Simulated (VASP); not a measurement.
Write the native input for VASP 6.6.1 that does the following.

```yaml
Task: single point
Functional: PBE
Potentials_or_basis: VASP PAW PBE potentials, release 64 (Li_sv, Sb)
Cutoff: 520 eV
k_mesh: 4 × 4 × 4
Occupations: gaussian, width 0.02 eV
Spin: no spin polarisation
Dipole_correction: no
Further_INCAR_settings: ALGO = Normal; EDIFF = 1e-07; NBANDS = 17
```

The structure of LiSb3 lies in POSCAR:

```
LiSb3
1.0
    4.6342107900      0.0000000000      0.0000000000
    0.0000000000      4.6342107900      0.0000000000
    0.0000000000      0.0000000000      4.6810210000
Li Sb
1 3
Direct
    0.0000000000      0.0000000000      0.0000000000
    0.5000000000      0.0000000000      0.5000000000
    0.0000000000      0.5000000000      0.5000000000
    0.5000000000      0.5000000000      0.0000000000
```

The cell comes from a database or a generator and needn't be the stable form of this composition.

One way to write it, as run:

INCAR

```
PREC = Accurate
ENCUT = 520
EDIFF = 1E-7
ISMEAR = 0
SIGMA = 0.02
LREAL = False
LASPH = True
NELM = 100
ALGO = Normal
ISIF = 2
LWAVE = False
LCHARG = True
GGA = PE
LELF = True
LVHAR = True
NBANDS = 17
```

KPOINTS

```
regular mesh
0
Gamma
  4 4 4
```

Potentials or basis: VASP PAW PBE potentials, release 64 (Li_sv, Sb).

The run is started by

```sh
$ cat potpaw_PBE.64/Li_sv/POTCAR potpaw_PBE.64/Sb/POTCAR > POTCAR
$ mpirun -np 1 vasp_std > vasp.out
```

It gave:

The band gap on the k mesh is none (metal or under the smearing width).

Wall time 19 s on 1 thread of AMD EPYC 9R45 96-Core Processor (Zen 5), with other jobs on the host, peak memory 0.18 GiB.
